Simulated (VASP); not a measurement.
Input:

```
TaC
1.0
    0.00000     2.22965     2.22965
    2.22965     0.00000     2.22965
    2.22965     2.22965     0.00000
Ta C
1 1
Direct
  0.00000   0.00000   0.00000
  0.50000   0.50000   0.50000
```

All values below come from PBE GGA with D4 dispersion, VASP's PBE PAW potentials (set 64) (plane waves; VASP). Run with 520 eV cut-off, Gaussian smearing of 0.050 eV, potentials Ta_pv C.

Task: Give the energies of bands 5 to 10 at the high-symmetry points, in eV from the Fermi level.

Result: 
```tsv
band	Γ	X	U	L	W
5	-1.36	-4.65	-5.92	-8.75	-5.32
6	-1.36	-4.56	-4.92	-5.50	-5.02
7	-1.36	-1.80	-3.86	-5.50	-5.02
8	-0.51	-1.80	-0.64	2.68	1.58
9	-0.51	2.57	3.12	2.68	1.58
10	-0.51	4.05	3.95	3.66	4.06
```

It has no gap at this level: it comes out as a metal or semimetal.

The compound is TaC in the rock salt structure. It was relaxed first. The electron count is odd and the run is not spin-polarised, which forces a metal.
